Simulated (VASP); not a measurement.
OSZICAR of a VASP run on Nb (bcc):

**OSZICAR**
```
       N       E                     dE             d eps       ncg     rms          rms(c)
DAV:   1     0.960418756623E+02    0.96042E+02   -0.71772E+03  3316   0.124E+03
DAV:   2    -0.253695514220E+02   -0.12141E+03   -0.11869E+03  3630   0.444E+02
DAV:   3    -0.348873846875E+02   -0.95178E+01   -0.90193E+01  6184   0.856E+01
DAV:   4    -0.353348273266E+02   -0.44744E+00   -0.42116E+00  4422   0.143E+01
DAV:   5    -0.353636519291E+02   -0.28825E-01   -0.27899E-01  5292   0.299E+00    0.357E+01
DAV:   6    -0.861318983206E+01    0.26750E+02   -0.16529E+02  3810   0.817E+01    0.136E+01
DAV:   7    -0.124864419988E+02   -0.38733E+01   -0.96656E+00  4314   0.394E+01    0.112E+01
DAV:   8    -0.661497285112E+01    0.58715E+01   -0.10619E+01  5444   0.376E+01    0.343E+00
DAV:   9    -0.906334202610E+01   -0.24484E+01   -0.33881E+00  6070   0.193E+01    0.519E+00
DAV:  10    -0.984849467557E+01   -0.78515E+00   -0.10311E+01  4222   0.250E+01    0.241E+00
DAV:  11    -0.972590257618E+01    0.12259E+00   -0.85873E-01  4330   0.106E+01    0.599E-01
DAV:  12    -0.981585151007E+01   -0.89949E-01   -0.85066E-02  3618   0.373E+00    0.927E-01
DAV:  13    -0.986346246311E+01   -0.47611E-01   -0.57360E-02  4384   0.214E+00    0.119E+00
DAV:  14    -0.985428893990E+01    0.91735E-02   -0.68996E-02  5008   0.232E+00    0.275E-01
DAV:  15    -0.985635733693E+01   -0.20684E-02   -0.47367E-03  4084   0.780E-01    0.244E-01
DAV:  16    -0.985605164785E+01    0.30569E-03   -0.93303E-04  5102   0.339E-01    0.738E-02
DAV:  17    -0.985611257090E+01   -0.60923E-04   -0.37106E-05  3716   0.807E-02    0.708E-02
DAV:  18    -0.985607709841E+01    0.35472E-04   -0.13214E-04  5224   0.160E-01    0.160E-02
DAV:  19    -0.985606605755E+01    0.11041E-04   -0.14112E-05  3722   0.467E-02    0.206E-02
DAV:  20    -0.985607716618E+01   -0.11109E-04   -0.12361E-06  4352   0.135E-02    0.189E-02
DAV:  21    -0.985607770210E+01   -0.53592E-06   -0.96975E-06  4598   0.488E-02    0.375E-03
DAV:  22    -0.985608281611E+01   -0.51140E-05   -0.27055E-07  3638   0.677E-03    0.252E-03
DAV:  23    -0.985608069072E+01    0.21254E-05   -0.18357E-08  1790   0.326E-03    0.102E-03
DAV:  24    -0.985608232149E+01   -0.16308E-05   -0.15602E-07  2728   0.403E-03    0.135E-04
DAV:  25    -0.985608118091E+01    0.11406E-05   -0.23156E-08  1774   0.225E-03    0.158E-04
DAV:  26    -0.985608123608E+01   -0.55172E-07   -0.58534E-09  1766   0.129E-03
   1 F= -.98560812E+01 E0= -.98560812E+01  d E =0.000000E+00
       N       E                     dE             ncg
```

Question: Which electronic solver shows in the log?

Answer: It is blocked Davidson (ALGO = Normal, or the opening steps of other solvers). The INCAR had ALGO = Normal.

Question: Can the final energy be trusted as converged?

Answer: The run converged. It stopped with EDIFF = 1E-7, NELM = 100 (MS2 meta-GGA, plane waves, VASP's PBE PAW potentials (set 64)).

The compound is Nb in the bcc structure. It was relaxed first.
